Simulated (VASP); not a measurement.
```yaml
crystal:
  lattice:
    - [1.64730, -2.85321, 0.00000]
    - [1.64730, 2.85321, 0.00000]
    - [0.00000, 0.00000, 5.25300]
  atoms:
    - { symbol: Zr, position: [0.33333, 0.66667, 0.25000] }
    - { symbol: Zr, position: [0.66667, 0.33333, 0.75000] }
```

The base run (VASP): PBE GGA, plane waves, VASP's PBE PAW potentials (set 64). Settings: 400 eV cut-off, 12×12×6 Γ-centred mesh, first-order Methfessel-Paxton smearing of 0.10 eV, potentials Zr_sv.

One setting is varied; ΔE counts from the base run. The base run took about 10 core-seconds. Times come from single runs on busy shared machines, so they are rough: good to a factor of about 2.

Pressures at a finite cut-off, here 400 eV, hold a Pulay part, which wasn't tested here.

```tsv
setting	cost over the base run	electronic steps	ΔE (meV/atom)	pressure (GPa)
ISYM = 1	within a factor of 2	12	0.0	-4.75
SYMPREC = 1E-3	within a factor of 2	12	0.0	-4.75
base run	reference	12	0.0	-4.75
ISYM = 0	about 5 times	12	0.0	-4.74
ISYM = -1	about 9 times	12	0.0	-4.75
```

Left out are runs that failed, have no time on record or changed the cell.

The compound is Zr in the hcp structure. The cell was not relaxed at this level.
